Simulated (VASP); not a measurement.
Calculation: rev-vdW-DF2, VASP's PBE PAW potentials (set 64) (plane waves; VASP 6.6.1).

The input files of a VASP run:

### INCAR
```
SYSTEM = C
PREC = Accurate; ENCUT = 520; LREAL = .FALSE.
LASPH = .TRUE.
EDIFF = 1E-6; NELM = 100; ALGO = Normal
ISMEAR = 0; SIGMA = 0.05
GGA = MK; LUSE_VDW = .TRUE.; AGGAC = 0.0
PARAM1 = 0.1234568; PARAM2 = 0.7114; ZAB_VDW = -1.8867
IBRION = 2; NSW = 60; ISIF = 3
EDIFFG = -0.02
LWAVE = .FALSE.; LCHARG = .FALSE.
```

### KPOINTS
```
Automatic mesh
0
gamma
  9 9 3
```

POSCAR:
```
C
1.0
  1.2307166190  -2.1316632198   0.0000000000
  1.2307166190   2.1316632198   0.0000000000
  0.0000000000   0.0000000000   7.1929605618
C
4
Cartesian
  0.0000000000   0.0000000000   1.7982401404
  0.0000000000   0.0000000000   5.3947204213
  1.2307166190   0.7105558277   1.7982401404
  1.2307166190  -0.7105558277   5.3947204213
```

POTCAR, in this order: C (PBE.64 set). Program: vasp_std.

Energy and stress use the plane-wave basis of the starting cell.

Estimate the energy per atom (σ→0), volume per atom, band gap (on the k-mesh).

```json
{
  "energy per atom (σ→0)": "-8.286 eV/atom",
  "band gap (on the k-mesh)": "none (metal, semimetal or under 0.01 eV)",
  "volume_per_atom": "8.63 Å³/atom"
}
```

OSZICAR:
```
...
   8 F= -.33128826E+02 E0= -.33128198E+02  d E =0.142098E-01
       N       E                     dE             d eps       ncg     rms          rms(c)
DAV:   1    -0.331451385903E+02   -0.16313E-01   -0.20844E-01   628   0.480E+00    0.331E-01
DAV:   2    -0.331440450651E+02    0.10935E-02   -0.27085E-03   712   0.466E-01    0.218E-01
DAV:   3    -0.331432890148E+02    0.75605E-03   -0.76780E-04   660   0.228E-01    0.329E-02
DAV:   4    -0.331432908730E+02   -0.18582E-05   -0.22869E-05   708   0.361E-02    0.179E-02
DAV:   5    -0.331432914802E+02   -0.60721E-06   -0.64181E-07   484   0.847E-03
   9 F= -.33143291E+02 E0= -.33142665E+02  d E =-.255352E-03
```

The compound is C in the graphite structure. This run relaxes it. Symmetry was kept, so distortions that lower it aren't found. The k-mesh is coarse (spacing up to 0.33 per Å, 2π included), so the numbers may not be converged in it. The start is the result of an earlier pass.
